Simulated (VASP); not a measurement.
# Cu on the Al site in ScAl3, part 5 of 6

Wanted: what Cu on the Al site costs in ScAl3 and how the lattice relaxes round it. The start is a computed cell from the Materials Project.

VASP 6.6.1, plane waves and PAW; the level of theory is named at each step.

So far. Step 6 (Reference Sc): The run ended after 7 ionic steps, 0.109 eV below its first step, once forces and stress met EDIFFG = -0.02. Step 6 (Reference Sc): Energy at zero smearing: -13.46187 eV.

## 7. Relaxing the defect

This step: LDA, spin-polarised, with small moments to start from; plane waves and PAW (Sc_sv, Cu, Al) (VASP 6.6.1).

System of this step: Sc8Al23Cu. The cell holds 32 atoms: 8 Sc, 1 Cu and 23 Al. Its edges and angles: a = 8.060 Å, b = 8.060 Å, c = 8.060 Å, α = 90.0°, β = 90.0°, γ = 90.0°. It derives from ScAl3. Nearest the centre at fractional (0.250, 0.250, 0.000): Cu9 at 0.00 Å, Sc1 at 2.85 Å, Sc7 at 2.85 Å, Sc3 at 2.85 Å, Sc5 at 2.85 Å, Al22 at 2.85 Å, Al18 at 2.85 Å, Al17 at 2.85 Å.

The host is treated as a metal, since its gap is under 0.3 eV or closed. The run keeps 4 symmetry operations, which cuts the number of k-points but bars distortions that break them. The atoms relax at the host's fixed cell.

File INCAR:

```
SYSTEM = Sc8Al23Cu
PREC = Normal
ENCUT = 300
EDIFF = 1E-05
NELM = 120
ISMEAR = 1
SIGMA = 0.2
LREAL = Auto
ALGO = Fast
GGA = CA
NBANDS = 108
ISPIN = 2
MAGMOM = 0.6 0 0.6 0 0 0 0.6 0 0.6 0 0 0 0 0 0 0 0 0 0 0 0 0 0 0 0 0 0 0 0 0 0 0
LASPH = .TRUE.
LMAXMIX = 4
LORBIT = 11
LWAVE = .FALSE.
LCHARG = .TRUE.
KPAR = 4
IBRION = 2
NSW = 50
ISIF = 2
EDIFFG = -0.03
POTIM = 0.4
MAXMIX = 40
ISYM = 2
```

File POSCAR:

```
Sc8Al23Cu
1.0
    8.0601473408      0.0000000000      0.0000000000
    0.0000000000      8.0601473408      0.0000000000
    0.0000000000      0.0000000000      8.0601473408
Sc Cu Al
8 1 23
Direct
    0.0000000000      0.0000000000      0.0000000000
    0.0000000000      0.0000000000      0.5000000000
    0.0000000000      0.5000000000      0.0000000000
    0.0000000000      0.5000000000      0.5000000000
    0.5000000000      0.0000000000      0.0000000000
    0.5000000000      0.0000000000      0.5000000000
    0.5000000000      0.5000000000      0.0000000000
    0.5000000000      0.5000000000      0.5000000000
    0.2500000000      0.2500000000      0.0000000000
    0.2500000000      0.2500000000      0.5000000000
    0.2500000000      0.7500000000      0.0000000000
    0.2500000000      0.7500000000      0.5000000000
    0.7500000000      0.2500000000      0.0000000000
    0.7500000000      0.2500000000      0.5000000000
    0.7500000000      0.7500000000      0.0000000000
    0.7500000000      0.7500000000      0.5000000000
    0.0000000000      0.2500000000      0.2500000000
    0.0000000000      0.2500000000      0.7500000000
    0.0000000000      0.7500000000      0.2500000000
    0.0000000000      0.7500000000      0.7500000000
    0.5000000000      0.2500000000      0.2500000000
    0.5000000000      0.2500000000      0.7500000000
    0.5000000000      0.7500000000      0.2500000000
    0.5000000000      0.7500000000      0.7500000000
    0.2500000000      0.0000000000      0.2500000000
    0.2500000000      0.0000000000      0.7500000000
    0.2500000000      0.5000000000      0.2500000000
    0.2500000000      0.5000000000      0.7500000000
    0.7500000000      0.0000000000      0.2500000000
    0.7500000000      0.0000000000      0.7500000000
    0.7500000000      0.5000000000      0.2500000000
    0.7500000000      0.5000000000      0.7500000000
```

File KPOINTS:

```
Automatic mesh
0
Monkhorst-Pack
3 3 3
0 0 0
```

PAW data sets: Sc_sv, Cu and Al (LDA family, release 64).

The run is started by

```bash
$ mpirun -np 4 vasp_std
```

Log:

```text
[banner, memory and clock lines left out]
running    4 mpi-ranks, on    1 nodes
 distrk:  each k-point on    1 cores,    4 groups
 distr:  one band on    1 cores,    1 groups

 POSCAR found type information on POSCAR ScCuAl
 POSCAR found :  3 types and      32 ions
 LDA part: xc-table for (Slater(with rela. corr.)+CA(PZ))
 , standard interpolation
 POSCAR, INCAR and KPOINTS ok, starting setup
 FFT: planning ... GRIDC
 FFT: planning ... GRID_SOFT
 FFT: planning ... GRID
 WAVECAR not read
 entering main loop
       N       E                     dE             d eps       ncg     rms          rms(c)
DAV:   1     0.161850157353E+04    0.16185E+04   -0.49496E+04  4040   0.960E+02
DAV:   2    -0.631615205780E+01   -0.16248E+04   -0.15892E+04  4728   0.534E+02
DAV:   3    -0.167718992886E+03   -0.16140E+03   -0.15166E+03  5720   0.182E+02
DAV:   4    -0.180425373318E+03   -0.12706E+02   -0.12185E+02  5696   0.482E+01
DAV:   5    -0.181018424345E+03   -0.59305E+00   -0.58123E+00  5664   0.116E+01    0.356E+01
RMM:   6    -0.186876098491E+03   -0.58577E+01   -0.22720E+02  4928   0.532E+01    0.243E+01
RMM:   7    -0.170198211644E+03    0.16678E+02   -0.77332E+01  3942   0.378E+01    0.971E+00
RMM:   8    -0.173203460308E+03   -0.30052E+01   -0.39895E+01  4303   0.196E+01    0.353E+01
RMM:   9    -0.171086265441E+03    0.21172E+01   -0.11533E+01  4325   0.115E+01    0.400E+00
RMM:  10    -0.171020547427E+03    0.65718E-01   -0.16215E+00  4232   0.415E+00    0.406E+00
RMM:  11    -0.170773330199E+03    0.24722E+00   -0.55150E-01  4276   0.275E+00    0.222E+00
RMM:  12    -0.170732025966E+03    0.41304E-01   -0.24605E-01  4606   0.116E+00    0.992E-01
RMM:  13    -0.170735316266E+03   -0.32903E-02   -0.44761E-02  4565   0.727E-01    0.110E+00
RMM:  14    -0.170720918368E+03    0.14398E-01   -0.32759E-02  4542   0.515E-01    0.633E-01
RMM:  15    -0.170714801130E+03    0.61172E-02   -0.41166E-02  4587   0.456E-01    0.860E-02
RMM:  16    -0.170715123022E+03   -0.32189E-03   -0.54765E-03  4442   0.184E-01    0.628E-02
RMM:  17    -0.170715196320E+03   -0.73298E-04   -0.12313E-03  4004   0.108E-01    0.255E-02
RMM:  18    -0.170715243372E+03   -0.47052E-04   -0.53315E-04  3546   0.535E-02    0.298E-02
RMM:  19    -0.170715262485E+03   -0.19113E-04   -0.94403E-05  2984   0.450E-02    0.409E-02
RMM:  20    -0.170715255346E+03    0.71393E-05   -0.33765E-05  2666   0.237E-02
   1 F= -.17071526E+03 E0= -.17073224E+03  d E =-.170715E+03  mag=    -0.0006
 curvature:   0.00 expect dE= 0.000E+00 dE for cont linesearch  0.000E+00
 trial: gam= 0.00000 g(F)=  0.630E-01 g(S)=  0.000E+00 ort = 0.000E+00 (trialstep = 0.100E+01)
 search vector abs. value=  0.630E-01
 bond charge predicted
       N       E                     dE             d eps       ncg     rms          rms(c)
DAV:   1    -0.170768732837E+03   -0.53470E-01   -0.38309E-01  4576   0.329E+00    0.241E-01
RMM:   2    -0.170771577127E+03   -0.28443E-02   -0.40768E-02  4404   0.105E+00    0.372E-01
RMM:   3    -0.170771917139E+03   -0.34001E-03   -0.13259E-02  4380   0.409E-01    0.269E-01
RMM:   4    -0.170771209289E+03    0.70785E-03   -0.29627E-03  4259   0.251E-01    0.233E-01
RMM:   5    -0.170771108861E+03    0.10043E-03   -0.12951E-03  4179   0.109E-01    0.217E-01
RMM:   6    -0.170770645701E+03    0.46316E-03   -0.39746E-04  3389   0.838E-02    0.165E-01
RMM:   7    -0.170770308365E+03    0.33734E-03   -0.76876E-04  3567   0.809E-02    0.914E-02
RMM:   8    -0.170770279940E+03    0.28425E-04   -0.17095E-04  3241   0.388E-02    0.802E-02
RMM:   9    -0.170770218586E+03    0.61353E-04   -0.10147E-04  2912   0.408E-02    0.539E-02
RMM:  10    -0.170770180798E+03    0.37789E-04   -0.14727E-04  3245   0.332E-02    0.241E-02
RMM:  11    -0.170770175311E+03    0.54863E-05   -0.27216E-05  2453   0.196E-02
   2 F= -.17077018E+03 E0= -.17078667E+03  d E =-.549200E-01  mag=     0.0002
[...]
3 F= -.17083741E+03 E0= -.17085170E+03  d E =-.122151E+00  mag=    -0.0004
[...]
4 F= -.17083755E+03 E0= -.17085195E+03  d E =-.122295E+00  mag=    -0.0002
[...]
5 F= -.17084471E+03 E0= -.17085931E+03  d E =-.715781E-02  mag=     0.0002
[...]
6 F= -.17084715E+03 E0= -.17086189E+03  d E =-.959750E-02  mag=     0.0001
[...]
7 F= -.17084740E+03 E0= -.17086220E+03  d E =-.985436E-02  mag=    -0.0001
 curvature:  -1.83 expect dE=-0.184E-02 dE for cont linesearch -0.325E-05
 trial: gam= 0.18487 g(F)=  0.101E-02 g(S)=  0.000E+00 ort =-0.108E-03 (trialstep = 0.191E+01)
 search vector abs. value=  0.119E-02
 bond charge predicted
       N       E                     dE             d eps       ncg     rms          rms(c)
DAV:   1    -0.170848452267E+03   -0.10563E-02   -0.26951E-02  4272   0.958E-01    0.489E-02
RMM:   2    -0.170848603452E+03   -0.15119E-03   -0.19203E-03  4453   0.217E-01    0.761E-02
RMM:   3    -0.170848618579E+03   -0.15127E-04   -0.42327E-04  4044   0.822E-02    0.736E-02
RMM:   4    -0.170848592039E+03    0.26539E-04   -0.14220E-04  3406   0.745E-02    0.437E-02
RMM:   5    -0.170848607053E+03   -0.15013E-04   -0.20215E-04  3573   0.509E-02    0.317E-02
RMM:   6    -0.170848596175E+03    0.10878E-04   -0.19891E-05  2290   0.327E-02    0.200E-02
RMM:   7    -0.170848595599E+03    0.57552E-06   -0.35917E-05  2548   0.211E-02
   8 F= -.17084860E+03 E0= -.17086353E+03  d E =-.119129E-02  mag=    -0.0001
 trial-energy change:   -0.001191  1 .order   -0.001201   -0.001878   -0.000525
 step:   2.6446(harm=  2.6446)  dis= 0.00479  next Energy=  -170.848708 (dE=-0.130E-02)
 reached required accuracy - stopping structural energy minimisation
```

The job ended after 11 min (4 MPI ranks of AMD EPYC 7R43, shared host; peak memory 1.5 GiB).

Parts of OUTCAR (step 7):

```text
   k-points           NKPTS =      8   k-points in BZ     NKDIM =      8   number of bands    NBANDS=    108

   NELECT =     168.0000    total number of electrons

 E-fermi :   7.2714

 spin component 1
 k-point     1 :       0.0000    0.0000    0.0000
  band No.  band energies     occupation
    ...
     79       6.8196      1.00317
     80       6.9053      1.01329
     81       6.9053      1.01329
     82       6.9278      1.01777
     83       6.9278      1.01777
     84       8.4049     -0.00000
     85       8.4358     -0.00000
     86       8.4814     -0.00000
     87       8.4984     -0.00000
     88       8.5072     -0.00000
    ...

 k-point     2 :       0.3333    0.0000    0.0000
  band No.  band energies     occupation
    ...
     80       6.3764      1.00000
     81       6.6300      1.00003
     82       6.6497      1.00005
     83       7.1205      0.97756
     84       7.1300      0.96233
     85       7.8058     -0.00052
     86       7.8254     -0.00032
     87       7.8301     -0.00028
     88       8.3389     -0.00000
     89       8.4442     -0.00000
    ...

  Total       -2.4966092     -2.4966092     -4.2484860     -0.0001309      0.0000000      0.0000000
  in kB       -7.6389243     -7.6389243    -12.9991761     -0.0004007      0.0000000      0.0000000
  external PRESSURE =      -9.4256749 kB  Pullay stress =       0.0000000 kB

 POSITION                                       TOTAL-FORCE (eV/Angst)
 -----------------------------------------------------------------------------------
      8.04379      8.04379      0.00000        -0.002381     -0.002523      0.000000
      0.00903      0.00903      4.03007         0.002137      0.002658      0.000000
      8.04380      4.04643      0.00000        -0.002542      0.002542      0.000000
      0.00903      4.02104      4.03007         0.001070     -0.001070      0.000000
      4.04642      8.04380      0.00000         0.002777     -0.002777      0.000000
      4.02105      0.00903      4.03007        -0.001739      0.001739      0.000000
      4.04643      4.04643      0.00000         0.002523      0.002381      0.000000
      4.02104      4.02104      4.03007        -0.002658     -0.002137      0.000000
      2.01504      2.01504      0.00000         0.000037     -0.000037      0.000000
      2.01504      2.01504      4.03007         0.000039     -0.000039      0.000000
      2.01504      6.04511      0.00000         0.000037     -0.000046      0.000000
      2.01504      6.04511      4.03007         0.000045     -0.000027      0.000000
      6.04511      2.01504      0.00000         0.000046     -0.000037      0.000000
      6.04511      2.01504      4.03007         0.000027     -0.000045      0.000000
      6.04511      6.04511      0.00000         0.000039     -0.000039      0.000000
      6.04511      6.04511      4.03007         0.000025     -0.000025      0.000000
      0.04941      2.01504      1.96111        -0.002224     -0.000025     -0.002892
      0.04941      2.01504      6.09904        -0.002224     -0.000025      0.002892
      0.00719      6.04511      2.01272        -0.002736     -0.000050      0.018030
      0.00719      6.04511      6.04742        -0.002736     -0.000050     -0.018030
      3.98066      2.01504      1.96111         0.002284     -0.000048     -0.002884
      3.98066      2.01504      6.09904         0.002284     -0.000048      0.002884
      4.02288      6.04511      2.01272         0.002795     -0.000017      0.018037
      4.02288      6.04511      6.04742         0.002795     -0.000017     -0.018037
[...]
-----------------------------------------------------------------------------------
    total drift:                               -0.001023      0.001023      0.000000

  FREE ENERGIE OF THE ION-ELECTRON SYSTEM (eV)
  ---------------------------------------------------
  free  energy   TOTEN  =      -170.8485955990 eV

  energy  without entropy=     -170.8933840141  energy(sigma->0) =     -170.86352507

 magnetization (x)
# of ion       s       p       d       tot
------------------------------------------
    1       -0.000  -0.000  -0.000  -0.000
    2       -0.000  -0.000  -0.000  -0.000
    3       -0.000  -0.000  -0.000  -0.000
    4       -0.000  -0.000  -0.000  -0.000
    5       -0.000  -0.000  -0.000  -0.000
    6       -0.000  -0.000  -0.000  -0.000
    7       -0.000  -0.000  -0.000  -0.000
    8       -0.000  -0.000  -0.000  -0.000
    9       -0.000  -0.000   0.000   0.000
   10       -0.000  -0.000   0.000  -0.000
   11        0.000   0.000   0.000   0.000
   12       -0.000   0.000   0.000   0.000
   13        0.000   0.000   0.000   0.000
   14       -0.000   0.000   0.000   0.000
   15        0.000   0.000   0.000   0.000
   16       -0.000   0.000   0.000   0.000
   17        0.000   0.000   0.000   0.000
   18        0.000   0.000   0.000   0.000
   19        0.000   0.000   0.000   0.000
   20        0.000   0.000   0.000   0.000
   21        0.000   0.000   0.000   0.000
   22        0.000   0.000   0.000   0.000
   23        0.000   0.000   0.000   0.000
[...]
--------------------------------------------------
tot         -0.000   0.000  -0.000  -0.000

[... 6 parts as in an earlier step ...]

[... 14 further parts left out ...]
```

The run keeps the 4 symmetry operations of its start, so it cannot find a distortion of lower symmetry.

Relaxation path:

| step | energy less that of the first step (eV) | largest force (eV/Å) |
| --- | --- | --- |
| 1 | 0.0000 | 0.4466 |
| 2 | -0.0549 | 0.3372 |
| 3 | -0.1222 | 0.1167 |
| 4 | -0.1223 | 0.1154 |
| 5 | -0.1295 | 0.0513 |
| 6 | -0.1319 | 0.0447 |
| 7 | -0.1321 | 0.0460 |
| 8 | -0.1333 | 0.0183 |

The atoms that moved most (Å):

| atom | dx | dy | dz | length |
| --- | --- | --- | --- | --- |
| Al27 | 0.000 | -0.049 | -0.054 | 0.073 |
| Al17 | 0.049 | 0.000 | -0.054 | 0.073 |
| Al28 | 0.000 | -0.049 | 0.054 | 0.073 |
| Al18 | 0.049 | 0.000 | 0.054 | 0.073 |
| Al21 | -0.049 | 0.000 | -0.054 | 0.073 |
| Al25 | 0.000 | 0.049 | -0.054 | 0.073 |
| Al22 | -0.049 | 0.000 | 0.054 | 0.073 |
| Al26 | 0.000 | 0.049 | 0.054 | 0.073 |

The relaxed structure:

```cif
data_structure
_symmetry_space_group_name_H-M 'P 1'
_symmetry_Int_Tables_number 1
_cell_length_a 8.0601
_cell_length_b 8.0601
_cell_length_c 8.0601
_cell_angle_alpha 90.000
_cell_angle_beta 90.000
_cell_angle_gamma 90.000
_cell_volume 523.64
loop_
_atom_site_label
_atom_site_type_symbol
_atom_site_fract_x
_atom_site_fract_y
_atom_site_fract_z
_atom_site_occupancy
Sc1 Sc 0.99797 0.99797 0.00000 1
Sc2 Sc 0.00112 0.00112 0.50000 1
Sc3 Sc 0.99797 0.50203 0.00000 1
Sc4 Sc 0.00112 0.49888 0.50000 1
Sc5 Sc 0.50203 0.99797 0.00000 1
Sc6 Sc 0.49888 0.00112 0.50000 1
Sc7 Sc 0.50203 0.50203 0.00000 1
Sc8 Sc 0.49888 0.49888 0.50000 1
Cu9 Cu 0.25000 0.25000 0.00000 1
Al10 Al 0.25000 0.25000 0.50000 1
Al11 Al 0.25000 0.75000 0.00000 1
Al12 Al 0.25000 0.75000 0.50000 1
Al13 Al 0.75000 0.25000 0.00000 1
Al14 Al 0.75000 0.25000 0.50000 1
Al15 Al 0.75000 0.75000 0.00000 1
Al16 Al 0.75000 0.75000 0.50000 1
Al17 Al 0.00613 0.25000 0.24331 1
Al18 Al 0.00613 0.25000 0.75669 1
Al19 Al 0.00089 0.75000 0.24971 1
Al20 Al 0.00089 0.75000 0.75029 1
Al21 Al 0.49387 0.25000 0.24331 1
Al22 Al 0.49387 0.25000 0.75669 1
Al23 Al 0.49911 0.75000 0.24971 1
Al24 Al 0.49911 0.75000 0.75029 1
Al25 Al 0.25000 0.00613 0.24331 1
Al26 Al 0.25000 0.00613 0.75669 1
Al27 Al 0.25000 0.49387 0.24331 1
Al28 Al 0.25000 0.49387 0.75669 1
Al29 Al 0.75000 0.00089 0.24971 1
Al30 Al 0.75000 0.00089 0.75029 1
Al31 Al 0.75000 0.49911 0.24971 1
Al32 Al 0.75000 0.49911 0.75029 1
```

Numbers from this step:

| Property | Result |
| --- | --- |
| electronic cycles | 68 |
| electrons | 168 |
| free energy (TOTEN) | -170.8486 eV |
| energy at zero smearing | -170.8635 eV |
| Fermi energy | 7.271 eV |

The spin moment in the PAW sphere vanishes on all atoms.

Valence density in the ab plane at fractional z = 0.000, through the centre, with atoms of Sc and Cu and Al within 0.45 Å of it. It is the smooth field of the valence electrons, not physical close to the nuclei.

Ten steps, logarithmic in the rise over the least value, from '0' (0 e/Å³) to '9' (12 e/Å³), each cell a mean:
```
87421111247886311111368
65321111135664211111246
32222222222332222222223
11122222211111222222211
11221111221111221012211
11221001221111221002211
11221111221111221112211
11122222211111222222211
32222222222332222222223
75321111135765211111246
97521111247886311111368
98521111247987311111368
86421111136775211111257
43212222123443212221234
21122333211221222222212
11225775321111221112211
11237997321111221012211
11237997321111221012211
11225775221111221112211
22122332212222222222222
54212222124553212221234
86421111136875211111257
98521111248997311111368
```
Columns run along a (8.1 Å), rows up along b (8.1 Å). Atoms in or near the plane, at fractional coordinates: Sc at (0.00, 0.00), Sc at (0.00, 0.50), Sc at (0.50, 0.00), Sc at (0.50, 0.50), Cu at (0.25, 0.25), Al at (0.25, 0.75), Al at (0.75, 0.25), Al at (0.75, 0.75).

The run ended after 8 ionic steps, 0.133 eV below its first step, once the forces on the free atoms met EDIFFG = -0.03.

The 12 first neighbours (Al and Sc) lie 2.85 Å from the site in the perfect crystal and 2.81 Å on average from the atom on it after the relaxation (-1.4 %).

## 8. Putting the energies together

This step: point defect, LDA; plane waves and PAW (VASP 6.6.1).

This step runs nothing: it gathers the runs above.

Numbers from this step:

| Property | Result |
| --- | --- |
| formation energy of the neutral defect | -0.1652 eV |
| host formation enthalpy | -0.4871 eV/atom |

Formation energy:

| formation energy (eV) | largest move (Å) |
| --- | --- |
| -0.1652 | 0.07314 |

The formation energy is the energy of the relaxed defect cell less that of the perfect cell, with each removed atom booked to its reference and each added atom taken from it.

References, in eV an atom: Cu -4.722 (crystal Fm-3m), Al -4.197 (crystal Fm-3m) and Sc -6.731 (crystal P6_3/mmc). They were run at the supercell's cutoff and functional, without U, and count both elements from their own phases.

(Continued in part 6 of 6.)

[Lines on the potential files, build, host, timing and source positions are cut from VASP's logs without a mark.]

[Logs are printed without paths, hosts, clocks, repeated set-up lines and the standing remarks that a program may print on its own settings, such as how far it seeks lower states.]

[Hosts, paths, dates, database ids (printed as entryN), source tags and the programs' standing remarks are cut or masked in the printed files.]

[In band tables of VASP the shares of atoms and orbitals are scaled to a sum of 1 inside the atoms' spheres.]

[Runs that stopped without an error message from VASP are left out.]
